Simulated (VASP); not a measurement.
Here is the system:

```
TiC
1.0
    0.00000     2.13777     2.13777
    2.13777     0.00000     2.13777
    2.13777     2.13777     0.00000
Ti C
1 1
Cartesian
  0.00000   0.00000   0.00000
  2.13777   2.13777   2.13777
```

These are optB86b-vdW, VASP's PBE PAW potentials (set 64) (plane waves; VASP) values and carry that method's errors. Settings: 520 eV cut-off, 14×14×14 Γ-centred mesh, first-order Methfessel-Paxton smearing of 0.10 eV, potentials Ti_sv C.

### Question
Give the stress tensor in GPa (positive for a compressed cell).

### Answer

```
8.28  0.00  0.00
0.00  8.28  0.00
0.00  0.00  8.28
```
The pressure is its mean diagonal, 8.28 GPa.

The compound is TiC in the rock salt structure. This cell is one point of a volume scan, at 0.97 of the reference volume.
